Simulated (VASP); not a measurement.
# Al15VN16 (a cell with a defect) in VASP: notebook, part 2 of 2

VASP 6.6.1. The steps go on from the part before.

### Step 3. Single point, PBEsol+U, collinear spin, ferromagnetic start

INCAR

```
PREC     = Accurate       # precision mode
ENCUT    = 450            # plane-wave cutoff, eV
EDIFF    = 1E-5           # SCF threshold, eV
ISMEAR   = 0              # smearing method
SIGMA    = 0.03           # smearing width, eV
LREAL    = Auto         
LASPH    = True           # aspherical terms in the spheres
NELM     = 120            # most SCF steps
ALGO     = Normal         # electronic algorithm
ISIF     = 2              # what is computed and relaxed
LWAVE    = False          # write WAVECAR
LCHARG   = False          # write CHGCAR
ISPIN    = 2              # spin polarisation
MAGMOM   = 0.4 0 0 0 0 0 0 0 0 0 0 0 0 0 0 0 0 0 0 0 0 0 0 0 0 0 0 0 0 0 0 0 # initial moments
LORBIT   = 11             # projections on sites
LMAXMIX  = 4              # l up to which the mixer works
LDAU     = True           # DFT+U
LDAUTYPE = 2            
LDAUL    = 2 -1 -1        # shell
LDAUU    = 3 0 0          # U, eV
LDAUJ    = 0 0 0        
LDAUPRINT= 1            
GGA      = PS             # functional
```

KPOINTS

```
regular mesh
0
Gamma
  3 3 2
```

POSCAR

```
Al15VN16
1.0
    6.2200008610      0.0000000000      0.0000000000
   -3.1100004305      5.3866787572      0.0000000000
    0.0000000000      0.0000000000      9.9600000000
V Al N
1 15 16
Direct
    0.3333333333      0.1666666667      0.0000000000
    0.3333333333      0.1666666667      0.5000000000
    0.3333333333      0.6666666667      0.0000000000
    0.3333333333      0.6666666667      0.5000000000
    0.8333333333      0.1666666667      0.0000000000
    0.8333333333      0.1666666667      0.5000000000
    0.8333333333      0.6666666667      0.0000000000
    0.8333333333      0.6666666667      0.5000000000
    0.1666666667      0.3333333333      0.2500000000
    0.1666666667      0.3333333333      0.7500000000
    0.1666666667      0.8333333333      0.2500000000
    0.1666666667      0.8333333333      0.7500000000
    0.6666666667      0.3333333333      0.2500000000
    0.6666666667      0.3333333333      0.7500000000
    0.6666666667      0.8333333333      0.2500000000
    0.6666666667      0.8333333333      0.7500000000
    0.3333333333      0.1666666667      0.1910000000
    0.3333333333      0.1666666667      0.6910000000
    0.3333333333      0.6666666667      0.1910000000
    0.3333333333      0.6666666667      0.6910000000
    0.8333333333      0.1666666667      0.1910000000
    0.8333333333      0.1666666667      0.6910000000
    0.8333333333      0.6666666667      0.1910000000
    0.8333333333      0.6666666667      0.6910000000
    0.1666666667      0.3333333333      0.4410000000
    0.1666666667      0.3333333333      0.9410000000
    0.1666666667      0.8333333333      0.4410000000
    0.1666666667      0.8333333333      0.9410000000
    0.6666666667      0.3333333333      0.4410000000
    0.6666666667      0.3333333333      0.9410000000
    0.6666666667      0.8333333333      0.4410000000
    0.6666666667      0.8333333333      0.9410000000
```

Potentials or basis: VASP PAW PBE potentials, release 64 (V_sv, Al, N).

On the command line:

```bash
> cat potpaw_PBE.64/V_sv/POTCAR potpaw_PBE.64/Al/POTCAR potpaw_PBE.64/N/POTCAR > POTCAR
> mpirun -np 1 vasp_std > vasp.out
```

Run time: 12 min. Hardware: 1 thread of Intel Xeon Platinum 8559C (Emerald Rapids), shared host; peak memory 0.61 GiB.

The run converged. Its results:

- Free energy: -251.0491 eV
- Largest force: 2.057 eV/Å
- Band gap on the k mesh: 1.81 eV, indirect (least direct gap 1.93 eV)
- Net moment: 2.00 μB per cell
- Site moments: V +1.81; Al +0.00, +0.01; N -0.01, -0.00, +0.00 μB
- Valence electrons inside the program's atomic spheres: V 11.88; Al 0.81; N 3.84

Forces on the atoms (eV/Å):
```
V    0.000  0.000 -0.321
Al   0.000  0.000 -0.092
Al  -0.049 -0.028  0.053
Al   0.000  0.000 -0.017
Al   0.000  0.056  0.053
Al   0.000  0.000 -0.017
Al   0.049 -0.028  0.053
Al   0.000  0.000 -0.017
Al   0.010 -0.006  0.013
Al  -0.071  0.041 -0.034
Al   0.000  0.011  0.013
Al   0.000 -0.081 -0.034
Al  -0.010 -0.006  0.013
Al   0.071  0.041 -0.034
Al   0.000  0.000  0.024
Al   0.000  0.000 -0.015
N    0.000  0.000  2.038
N    0.000  0.000  0.098
N    0.003  0.002 -0.013
N    0.021  0.012  0.003
N    0.000 -0.004 -0.013
N    0.000 -0.025  0.003
N   -0.003  0.002 -0.013
N   -0.021  0.012  0.003
N   -0.014  0.008  0.042
N   -1.698  0.980 -0.624
N    0.000 -0.016  0.042
N    0.000 -1.960 -0.624
N    0.014  0.008  0.042
N    1.698  0.980 -0.624
N    0.000  0.000  0.010
N    0.000  0.000 -0.013
```

Levels at points of the mesh, in eV from the valence-band top:
Spin up:
| k point | band 68 | band 69 | band 70 | band 71 | band 72 | band 73 |
| --- | --- | --- | --- | --- | --- | --- |
| (0.00, 0.00, 0.00) | -2.32 | -0.15 | -0.15 | 2.00 | 2.06 | 2.17 |
| (0.00, 0.00, 0.50) | -2.49 | -0.12 | -0.12 | 1.81 | 2.05 | 2.05 |
Spin down:
```tsv
k point	band 64	band 65	band 66	band 67	band 68	band 69	band 70	band 71	band 72	band 73
(0.00, 0.00, 0.00)	-2.70	-2.70	-2.44	-2.44	-2.29	2.02	2.51	2.56	2.56	2.97
(0.00, 0.00, 0.50)	-2.92	-2.62	-2.62	-2.47	-2.47	2.20	2.39	2.39	2.77	2.77
```

Eigenvalues of the final occupation matrices:
| site | spin | trace | eigenvalues |
| --- | --- | --- | --- |
| site 1 d | 1 | 2.54 | 0.25 0.25 0.25 0.89 0.89 |
| site 1 d | 2 | 0.75 | 0.06 0.06 0.21 0.21 0.21 |

Caveat: the PAW data sets were made with another functional, which shifts forces and pressure a little.

### Step 4. Single point, PBEsol+U, collinear spin, ferromagnetic start

Changes to INCAR since step 3:

```diff
@@ -8,3 +8,3 @@
 NELM     = 120            # most SCF steps
-ALGO     = Normal         # electronic algorithm
+ALGO     = All            # electronic algorithm
 ISIF     = 2              # what is computed and relaxed
@@ -13,3 +13,3 @@
 ISPIN    = 2              # spin polarisation
-MAGMOM   = 0.4 0 0 0 0 0 0 0 0 0 0 0 0 0 0 0 0 0 0 0 0 0 0 0 0 0 0 0 0 0 0 0 # initial moments
+MAGMOM   = 2 0 0 0 0 0 0 0 0 0 0 0 0 0 0 0 0 0 0 0 0 0 0 0 0 0 0 0 0 0 0 0 # initial moments
 LORBIT   = 11             # projections on sites
@@ -23 +23,2 @@
 GGA      = PS             # functional
+ISYM     = 0
```

KPOINTS is that of step 3.

POSCAR is that of step 3.

On the command line:

```bash
> cat potpaw_PBE.64/V_sv/POTCAR potpaw_PBE.64/Al/POTCAR potpaw_PBE.64/N/POTCAR > POTCAR
> mpirun -np 1 vasp_std > vasp.out
```

Run time: 12 min. Hardware: 1 thread of Intel Xeon Platinum 8559C (Emerald Rapids), shared host; peak memory 1.1 GiB.

Results (log left out):

| Item | Value |
| --- | --- |
| Free energy | -251.0491 eV |
| Largest force | 2.059 eV/Å |
| Band gap on the k mesh | 1.81 eV, indirect (least direct gap 1.93 eV) |
| Net moment | 2.00 μB per cell |
| Site moments | V +1.81; Al +0.00, +0.01; N -0.01, -0.00, +0.00 μB |
| Valence electrons inside the program's atomic spheres | V 11.88; Al 0.81; N 3.84 |

Forces in eV/Å, atoms in the order of the input:
```
V    0.000  0.001 -0.320
Al   0.000  0.000 -0.091
Al  -0.048 -0.028  0.052
Al   0.000  0.000 -0.017
Al   0.000  0.056  0.052
Al   0.000  0.000 -0.017
Al   0.048 -0.028  0.052
Al   0.000  0.000 -0.017
Al   0.010 -0.005  0.012
Al  -0.070  0.041 -0.032
Al   0.000  0.011  0.012
Al   0.000 -0.081 -0.032
Al  -0.009 -0.005  0.012
Al   0.070  0.041 -0.032
Al   0.000  0.000  0.022
Al   0.000  0.000 -0.013
N    0.000  0.000  2.040
N    0.000  0.000  0.096
N    0.003  0.002 -0.011
N    0.021  0.012  0.001
N    0.000 -0.004 -0.011
N    0.000 -0.025  0.001
N   -0.003  0.002 -0.011
N   -0.021  0.012  0.001
N   -0.014  0.008  0.043
N   -1.698  0.980 -0.625
N    0.000 -0.016  0.043
N    0.000 -1.962 -0.625
N    0.014  0.008  0.042
N    1.698  0.980 -0.625
N    0.000  0.000  0.010
N    0.000  0.000 -0.013
```

Levels at points of the mesh, in eV from the valence-band top:
Spin up:
```tsv
k point	band 66	band 67	band 68	band 69	band 70	band 71	band 72	band 73	band 74	band 75
(0.00, 0.00, 0.00)	-2.45	-2.45	-2.32	-0.15	-0.15	2.00	2.06	2.17	2.17	3.01
(0.00, 0.00, 0.50)	-2.64	-2.49	-2.49	-0.12	-0.12	1.81	2.05	2.05	2.76	2.76
```
Spin down:
```
           k point  band 66  band 67  band 68  band 69  band 70  band 71
(0.00, 0.00, 0.00)    -2.44    -2.44    -2.29     2.02     2.51     2.56
(0.00, 0.00, 0.50)    -2.62    -2.48    -2.48     2.20     2.39     2.39
```

Eigenvalues of the final occupation matrices:
| site | spin | trace | eigenvalues |
| --- | --- | --- | --- |
| site 1 d | 1 | 2.54 | 0.25 0.25 0.25 0.89 0.89 |
| site 1 d | 2 | 0.75 | 0.06 0.06 0.21 0.21 0.21 |

Caveat: the PAW data sets were made with another functional, which shifts forces and pressure a little.

### Step 5. Single point, PBEsol+U, collinear spin, ferromagnetic start

Changes to INCAR since step 4:

```diff
@@ -8,3 +8,3 @@
 NELM     = 120            # most SCF steps
-ALGO     = All            # electronic algorithm
+ALGO     = Normal         # electronic algorithm
 ISIF     = 2              # what is computed and relaxed
@@ -15,2 +15,3 @@
 LORBIT   = 11             # projections on sites
+NUPDOWN  = 2              # fixed moment
 LMAXMIX  = 4              # l up to which the mixer works
@@ -23,2 +24 @@
 GGA      = PS             # functional
-ISYM     = 0
```

KPOINTS is that of step 4.

POSCAR is that of step 4.

On the command line:

```bash
> cat potpaw_PBE.64/V_sv/POTCAR potpaw_PBE.64/Al/POTCAR potpaw_PBE.64/N/POTCAR > POTCAR
> mpirun -np 1 vasp_std > vasp.out
```

Run time: 11 min. Hardware: 1 thread of Intel Xeon Platinum 8559C (Emerald Rapids), shared host; peak memory 0.61 GiB.

The run converged. Its results:

```
Free energy                                           : -251.0491 eV
Largest force                                         : 2.059 eV/Å
Net moment                                            : 2.00 μB per cell
Site moments                                          : V +1.81; Al +0.00, +0.01; N -0.01, -0.00, +0.00 μB
Valence electrons inside the program's atomic spheres : V 11.88; Al 0.81; N 3.84
```

Forces on the atoms (eV/Å):
```
V    0.000  0.000 -0.318
Al   0.000  0.000 -0.092
Al  -0.048 -0.028  0.052
Al   0.000  0.000 -0.017
Al   0.000  0.056  0.052
Al   0.000  0.000 -0.017
Al   0.048 -0.028  0.052
Al   0.000  0.000 -0.017
Al   0.009 -0.005  0.013
Al  -0.070  0.041 -0.033
Al   0.000  0.011  0.013
Al   0.000 -0.081 -0.033
Al  -0.009 -0.005  0.013
Al   0.070  0.041 -0.033
Al   0.000  0.000  0.023
Al   0.000  0.000 -0.014
N    0.000  0.000  2.040
N    0.000  0.000  0.096
N    0.003  0.002 -0.012
N    0.021  0.012  0.002
N    0.000 -0.004 -0.012
N    0.000 -0.025  0.002
N   -0.003  0.002 -0.012
N   -0.021  0.012  0.002
N   -0.014  0.008  0.043
N   -1.699  0.981 -0.625
N    0.000 -0.016  0.043
N    0.000 -1.962 -0.625
N    0.014  0.008  0.043
N    1.699  0.981 -0.625
N    0.000  0.000  0.010
N    0.000  0.000 -0.014
```

Eigenvalues of the final occupation matrices:
```csv
site,spin,trace,eigenvalues
site 1 d,1,2.54,0.25 0.25 0.25 0.89 0.89
site 1 d,2,0.75,0.06 0.06 0.21 0.21 0.21
```

Caveat: the k mesh is coarse (spacing up to 0.39 Å⁻¹), so the values aren't converged; the PAW data sets were made with another functional, which shifts forces and pressure a little; the total moment is fixed, so each spin has its own Fermi level. The state reached can hang on the start; a lower one may exist.
